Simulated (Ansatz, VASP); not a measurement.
# YSe: VASP beside Ansatz

Contents of INCAR:

```
  ALGO = Normal
  EDIFF = 1E-7
  ENCUT = 520
  ISIF = 2
  ISMEAR = -1
  LASPH = T
  LCHARG = T
  LELF = T
  LREAL = F
  LVHAR = T
  LWAVE = F
  NBANDS = 16
  NELM = 80
  PREC = Accurate
  SIGMA = 0.03
```

KPOINTS

```
k-points
0
Gamma
  7 7 7
```

The input POSCAR:

```
YSe
1.0
    0.0000000000      2.8750000000      2.8750000000
    2.8750000000      0.0000000000      2.8750000000
    2.8750000000      2.8750000000      0.0000000000
Y Se
1 1
Direct
    0.0000000000      0.0000000000      0.0000000000
    0.5000000000      0.5000000000      0.5000000000
```

Input for Ansatz:

```yaml
crystal:
  lattice:
    - [0.0, 2.875, 2.875]
    - [2.875, 0.0, 2.875]
    - [2.875, 2.875, 0.0]
  atoms:
    - { symbol: "Y", position: [0.0, 0.0, 0.0] }
    - { symbol: Se, position: [0.5, 0.5, 0.5] }
kpoints:
  mp_grid: { grid: [7, 7, 7] }
  band_path:
    path:
      - [0.0, 0.0, 0.0]
      - [0.5, 0.0, 0.5]
      - [0.625, 0.25, 0.625]
      - [0.375, 0.375, 0.75]
      - [0.0, 0.0, 0.0]
      - [0.5, 0.5, 0.5]
      - [0.5, 0.25, 0.75]
      - [0.5, 0.0, 0.5]
    npoints: 14
scf:
  occupations: { method: fermi_dirac, width: 0.03 }
hamiltonian:
  xc: lda
  pseudopotentials: { kind: all_electron, lapw: { basis_error: 0.00025 } }
output:
  forces: true
  stress: true
  eigenvalues: true
  populations: true
  dos: { projected: true, de: 0.2, e_range: [-14, 8] }
```

Alike in both runs: task single point; functional LDA; k mesh 7 × 7 × 7; occupations fermi-dirac, width 0.03 eV; no spin polarisation.

|  | VASP | Ansatz |
| --- | --- | --- |
| version | VASP 6.6.1 | Ansatz 0.2.0 |
| potentials or method | VASP PAW LDA potentials, release 64 (Y_sv, Se) | all-electron LAPW, scalar-relativistic |
| plane-wave cutoff (eV) | 520 | see its input |

Ansatz gave:

| Property | Result |
| --- | --- |
| pressure (GPa) | -4.6 |

**Question.** Which values does VASP return?

**Answer.** Pressure (GPa): -4.5.

Ansatz ran all-electron here, so the differences hold the error of VASP's frozen core and of both bases.
